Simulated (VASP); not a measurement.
Method: r2SCAN meta-GGA, VASP's PBE PAW potentials (set 64) (plane waves; VASP 6.6.1).

VASP ran on this input.

### POSCAR
```
SrCl2
1
   -0.0000000000     3.4977113690     3.4977113690
    3.4977113690    -0.0000000000     3.4977113690
    3.4977113690     3.4977113690    -0.0000000000
Sr Cl
1 2
Direct
  0.0000000000   0.0000000000   0.0000000000
  0.2500000000   0.2500000000   0.2500000000
  0.7500000000   0.7500000000   0.7500000000
```

### KPOINTS
```
K-points
0
Gamma
 7 7 7
```

INCAR:
```
SYSTEM  =  SrCl2
PREC  =  Normal; ENCUT  =  400; LREAL  =  .False.
LASPH  =  .True.
EDIFF  =  1E-5; NELM  =  100; NELMIN  =  4
ALGO  =  Normal; LMAXMIX  =  4; LMIXTAU  =  .True.
ISMEAR  =  0; SIGMA  =  0.05
METAGGA  =  R2SCAN
IBRION  =  2; NSW  =  20; ISIF  =  2
EDIFFG  =  -0.03
LWAVE  =  .False.; LCHARG  =  .False.
```

POTCAR, in this order: Sr_sv Cl (PBE.64 set). Program: vasp_std.

The resulting files:

### OUTCAR
```
 ion  position               nearest neighbor table
   1  0.000  0.000  0.000-   3 3.03   3 3.03   3 3.03   2 3.03   2 3.03   2 3.03   3 3.03   2 3.03
  LATTYP: Found a face centered cubic cell.
 ALAT       =     6.9954227380
 Subroutine PRICEL returns:
 Original cell was already a primitive cell.
 Subroutine GETGRP returns: Found 48 space group operations
The static configuration has the point symmetry O_h .
The dynamic configuration has the point symmetry O_h .
 Subroutine INISYM returns: Found 48 space group operations
 Subroutine IBZKPT returns following result:
 Found     20 irreducible k-points:

 Following reciprocal coordinates:
            Coordinates               Weight
  0.000000  0.000000  0.000000      1.000000
  0.142857  0.000000  0.000000      8.000000
  0.285714  0.000000  0.000000      8.000000
  0.428571  0.000000  0.000000      8.000000
  0.142857  0.142857  0.000000      6.000000
  0.285714  0.142857  0.000000     24.000000
  0.428571  0.142857  0.000000     24.000000
 -0.428571  0.142857  0.000000     24.000000
 -0.285714  0.142857  0.000000     24.000000
 -0.142857  0.142857  0.000000     12.000000
...
```

File OSZICAR:
```
       N       E                     dE             d eps       ncg     rms          rms(c)
DAV:   1     0.107703765241E+03    0.10770E+03   -0.10400E+04   640   0.112E+03
DAV:   2    -0.344690261301E+02   -0.14217E+03   -0.13934E+03   864   0.237E+02
DAV:   3    -0.422985365697E+02   -0.78295E+01   -0.78216E+01   920   0.597E+01
DAV:   4    -0.425565693880E+02   -0.25803E+00   -0.25792E+00  1064   0.912E+00
DAV:   5    -0.425592917636E+02   -0.27224E-02   -0.27222E-02   928   0.885E-01    0.115E+01
DAV:   6    -0.362607469698E+02    0.62985E+01   -0.23481E+00  1064   0.115E+01    0.825E+00
DAV:   7    -0.348000557115E+02    0.14607E+01   -0.94420E-01   968   0.941E+00    0.110E+00
DAV:   8    -0.357275716055E+02   -0.92752E+00   -0.10294E+00   880   0.895E+00    0.206E+00
DAV:   9    -0.350916665871E+02    0.63591E+00   -0.10725E-01   896   0.374E+00    0.152E+00
DAV:  10    -0.351923172468E+02   -0.10065E+00   -0.19775E-02   944   0.157E+00    0.129E+00
DAV:  11    -0.356304915747E+02   -0.43817E+00   -0.19325E-01   656   0.444E+00    0.505E-01
DAV:  12    -0.356854504146E+02   -0.54959E-01   -0.35397E-02   704   0.198E+00    0.353E-01
DAV:  13    -0.356427607187E+02    0.42690E-01   -0.23327E-02   640   0.173E+00    0.638E-01
DAV:  14    -0.356760484287E+02   -0.33288E-01   -0.15567E-02   640   0.149E+00    0.232E-01
DAV:  15    -0.356868979666E+02   -0.10850E-01   -0.25219E-03   640   0.552E-01    0.143E-01
DAV:  16    -0.356871327752E+02   -0.23481E-03   -0.56473E-05   984   0.757E-02    0.122E-01
DAV:  17    -0.356874619272E+02   -0.32915E-03   -0.84705E-05   688   0.102E-01    0.621E-02
DAV:  18    -0.356879315392E+02   -0.46961E-03   -0.85942E-05   656   0.996E-02    0.351E-02
DAV:  19    -0.356880413530E+02   -0.10981E-03   -0.85185E-05   704   0.900E-02    0.148E-02
DAV:  20    -0.356880603025E+02   -0.18950E-04   -0.13607E-05   536   0.430E-02    0.903E-03
DAV:  21    -0.356880617289E+02   -0.14264E-05   -0.27450E-06   584   0.167E-02
   1 F= -.35688062E+02 E0= -.35688062E+02  d E =-.356881E+02
```

### OUTCAR
```
------------------------ aborting loop because EDIFF is reached ----------------------------------------
  FORCE on cell =-STRESS in cart. coord.  units (eV):
  Direction    XX          YY          ZZ          XY          YZ          ZX
  --------------------------------------------------------------------------------------
  Total        0.0031905      0.0031905      0.0031905      0.0000000      0.0000000      0.0000000
  in kB        0.0597296      0.0597296      0.0597296      0.0000000      0.0000000      0.0000000
  external PRESSURE =       0.0597296 kB  Pullay stress =       0.0000000 kB
  volume of cell :       85.58
      direct lattice vectors                 reciprocal lattice vectors
     0.000000000  3.497711369  3.497711369    -0.142950617  0.142950617  0.142950617
     3.497711369  0.000000000  3.497711369     0.142950617 -0.142950617  0.142950617
     3.497711369  3.497711369  0.000000000     0.142950617  0.142950617 -0.142950617
 POSITION                                       TOTAL-FORCE (eV/Angst)
 -----------------------------------------------------------------------------------
      0.00000      0.00000      0.00000        -0.000000      0.000000     -0.000000
      1.74886      1.74886      1.74886         0.000000      0.000000      0.000000
      5.24657      5.24657      5.24657        -0.000000     -0.000000     -0.000000
 -----------------------------------------------------------------------------------
    total drift:                               -0.000000      0.000000      0.000000
  FREE ENERGIE OF THE ION-ELECTRON SYSTEM (eV)
  ---------------------------------------------------
  free  energy   TOTEN  =       -35.6880617289 eV

  energy  without entropy=      -35.6880617289  energy(sigma->0) =      -35.68806173

 reached required accuracy - stopping structural energy minimisation
```
(Selected blocks of OUTCAR.)

The compound is SrCl2 in the fluorite structure. It was relaxed first.
